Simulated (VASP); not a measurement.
Crystal: H2, in a box.

```
H
1.0
     9.00000    0.00000    0.00000
     0.00000    9.60000    0.00000
     0.00000    0.00000   10.20000
H
2
Cartesian
  4.5000 4.8000 5.4750
  4.5000 4.8000 4.7250
```

Base run:

```yaml
Program: VASP 6.6.1
Functional: HSE06
Potentials_or_basis: VASP PAW PBE potentials, release 64 (H)
Cutoff: 520 eV
k_mesh: 1 × 1 × 1
Occupations: gaussian, width 0.01 eV
Spin: no spin polarisation
```

Its results: gap between the frontier levels 11.37 eV.

Q: The run is repeated on the same cell with these changes: functional from HSE06 to PBE; further incar settings from ALGO = Normal; EDIFF = 1e-07; NBANDS = 8 to ALGO = Normal; EDIFF = 1e-07; NBANDS = 8; ISYM = 0; IBRION = 5; POTIM = 0.015; NSW = 1. What comes out?

A: Gap between the frontier levels 10.05 eV.

A k mesh can miss the band edges.

Not every run made on this cell is shown here.
